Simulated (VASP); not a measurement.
```xyz
1
Lattice="-1.6496 1.6496 1.6496 1.6496 -1.6496 1.6496 1.6496 1.6496 -1.6496" Properties=species:S:1:pos:R:3 pbc="T T T"
Ta     0.0000     0.0000     0.0000
```

Calculation: r2SCAN+rVV10, VASP's PBE PAW potentials (set 64) (plane waves; VASP 6.6.1). Numerical set-up: 520 eV cut-off, 17×17×17 Γ-centred mesh, tetrahedra with Blöchl corrections, potentials Ta_pv.

Unless said otherwise, spin-orbit coupling is left out, though it shifts the bands of the heavy elements here.

Problem. Tabulate the total density of states (states/eV per cell) against energy (eV; zero at the valence-band maximum or, without a gap, the Fermi level).

Solution. 
(E (eV), DOS (states/eV)): (-9.98, 0.00); (-9.38, 0.00); (-8.90, 0.00); (-8.30, 0.00); (-7.70, 0.04); (-7.22, 0.07); (-6.62, 0.09); (-6.02, 0.13); (-5.54, 0.16); (-4.94, 0.24); (-4.34, 0.60); (-3.86, 0.65); (-3.26, 0.89); (-2.66, 0.69); (-2.18, 0.35); (-1.58, 1.71); (-0.98, 1.37); (-0.50, 1.42); (0.10, 1.17); (0.70, 0.61); (1.18, 0.23); (1.78, 0.28); (2.38, 0.64); (2.86, 0.74); (3.46, 0.94)
Within 2 eV below the Fermi level the largest weight inside VASP's projection spheres is Ta d.

The compound is Ta in the bcc structure. It was relaxed first.
